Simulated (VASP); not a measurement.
Computed with PBEsol GGA, VASP's PBE PAW potentials (set 64) (plane waves; VASP 6.6.1).

VASP ran on this input.

**INCAR**
```
PREC=Accurate
ALGO=Normal
SIGMA=0.05
SYSTEM=CaO
EDIFFG=-0.02   ! ionic stop
NELM=100   ! most electronic steps
ISMEAR=0   ! Gaussian
GGA=PS   ! PBEsol
EDIFF=1E-6   ! SCF stop (eV)
ISIF=3   ! ions, shape and volume
NSW=40   ! most ionic steps
PSTRESS=300   ! kbar
LASPH=T
LREAL=F   ! projection in real space or not
LWAVE=F
ENCUT=620   ! plane-wave cut-off (eV)
IBRION=2   ! conjugate gradients
LCHARG=F
```

### POSCAR
```
CaO
1.0
  0.0000000000   2.2519041345   2.2519041345
  2.2519041345   0.0000000000   2.2519041345
  2.2519041345   2.2519041345   0.0000000000
Ca O
1 1
Cart
  0.0000000000   0.0000000000   0.0000000000
  2.2519041345   2.2519041345   2.2519041345
```

**KPOINTS**
```
Automatic mesh
0
Gamma
10 10 10
0 0 0
```

POTCAR, in this order: Ca_sv O (PBE.64 set). Program: vasp_std.

What VASP printed:

File OSZICAR:
```
       N       E                     dE             d eps       ncg     rms          rms(c)
DAV:   1     0.146663906387E+03    0.14666E+03   -0.97684E+03  1128   0.160E+03
DAV:   2    -0.745166049262E+01   -0.15412E+03   -0.14529E+03  1308   0.376E+02
DAV:   3    -0.144445577992E+02   -0.69929E+01   -0.69273E+01  1428   0.821E+01
DAV:   4    -0.146707176557E+02   -0.22616E+00   -0.22597E+00  1576   0.132E+01
DAV:   5    -0.146741304760E+02   -0.34128E-02   -0.34123E-02  1420   0.164E+00    0.826E+00
DAV:   6    -0.131107899871E+02    0.15633E+01   -0.71104E+00  1328   0.272E+01    0.323E+00
DAV:   7    -0.130740304669E+02    0.36760E-01   -0.55556E-01  1472   0.788E+00    0.164E+00
DAV:   8    -0.130601869894E+02    0.13843E-01   -0.66128E-02  1352   0.306E+00    0.376E-01
DAV:   9    -0.130581744822E+02    0.20125E-02   -0.18450E-02  1356   0.131E+00    0.126E-01
DAV:  10    -0.130583121749E+02   -0.13769E-03   -0.15820E-03  1304   0.451E-01    0.249E-02
DAV:  11    -0.130583447987E+02   -0.32624E-04   -0.13996E-04  1564   0.119E-01    0.208E-02
DAV:  12    -0.130583375786E+02    0.72201E-05   -0.27163E-05  1324   0.652E-02    0.250E-03
DAV:  13    -0.130583377535E+02   -0.17487E-06   -0.24688E-06  1224   0.161E-02
   1 F= -.87818192E+01 E0= -.87818192E+01  d E =-.878182E+01
```

File OUTCAR:
```
------------------------ aborting loop because EDIFF is reached ----------------------------------------
  FORCE on cell =-STRESS in cart. coord.  units (eV):
  Direction    XX          YY          ZZ          XY          YZ          ZX
  --------------------------------------------------------------------------------------
  Total        4.2529893      4.2529893      4.2529893      0.0000000      0.0000000      0.0000000
  in kB      298.3494078    298.3494078    298.3494078      0.0000000      0.0000000      0.0000000
  external PRESSURE =      -1.6505922 kB  Pullay stress =     300.0000000 kB
  volume of cell :       22.84
      direct lattice vectors                 reciprocal lattice vectors
     0.000000000  2.251904135  2.251904135    -0.222034319  0.222034319  0.222034319
     2.251904135  0.000000000  2.251904135     0.222034319 -0.222034319  0.222034319
     2.251904135  2.251904135  0.000000000     0.222034319  0.222034319 -0.222034319
  FREE ENERGIE OF THE ION-ELECTRON SYSTEM (eV)
  ---------------------------------------------------
  free  energy   TOTEN  =       -13.0583377535 eV

  energy  without entropy=      -13.0583377535  energy(sigma->0) =      -13.05833775
  enthalpy is  TOTEN    =        -8.7818191774 eV   P V=        4.2765185761

 reached required accuracy - stopping structural energy minimisation
```
(Selected blocks of OUTCAR.)

### OUTCAR
```
 val. band max:        3.4334982347   @ k =   0.0000   0.0000   0.0000

 cond. band min:       6.7758159694   @ k =   0.5000   0.5000   0.0000


 Fermi energy:         3.6811917024

 k-point     1 :       0.0000    0.0000    0.0000
  band No.  band energies     occupation
      1     -33.2680      2.00000
      2     -13.8876      2.00000
      3     -13.8876      2.00000
      4     -13.8876      2.00000
      5     -12.3921      2.00000
      6       3.4335      2.00000
      7       3.4335      2.00000
      8       3.4335      2.00000
      9       9.7541      0.00000
     10      10.0190      0.00000
     11      10.0190      0.00000
     12      10.0190      0.00000

 k-point     2 :       0.1000    0.0000    0.0000
  band No.  band energies     occupation
      1     -33.2445      2.00000
      2     -14.3136      2.00000
      3     -13.8960      2.00000
      4     -13.8960      2.00000
      5     -11.9722      2.00000
      6       3.0205      2.00000
      7       3.2300      2.00000
      8       3.2300      2.00000
      9       9.9725      0.00000
     10      10.2408      0.00000
     11      10.2408      0.00000
     12      10.2571      0.00000

 k-point     3 :       0.2000    0.0000    0.0000
  band No.  band energies     occupation
      1     -33.1826      2.00000
      2     -15.0257      2.00000
      3     -13.9179      2.00000
      4     -13.9179      2.00000
      5     -11.2747      2.00000
      6       2.1048      2.00000
      7       2.7528      2.00000
      8       2.7528      2.00000
      9      10.0245      0.00000
     10      10.8556      0.00000
     11      10.8556      0.00000
     12      11.3999      0.00000

 k-point     4 :       0.3000    0.0000    0.0000
  band No.  band energies     occupation
      1     -33.1046      2.00000
      2     -15.6520      2.00000
      3     -13.9445      2.00000
      4     -13.9444      2.00000
      5     -10.6621      2.00000
      6       1.1593      2.00000
...
```

The structure was generated: CaO was put into the rock salt type (Fm-3m), which need not be its known phase. It was relaxed first under an external pressure of 30 GPa.
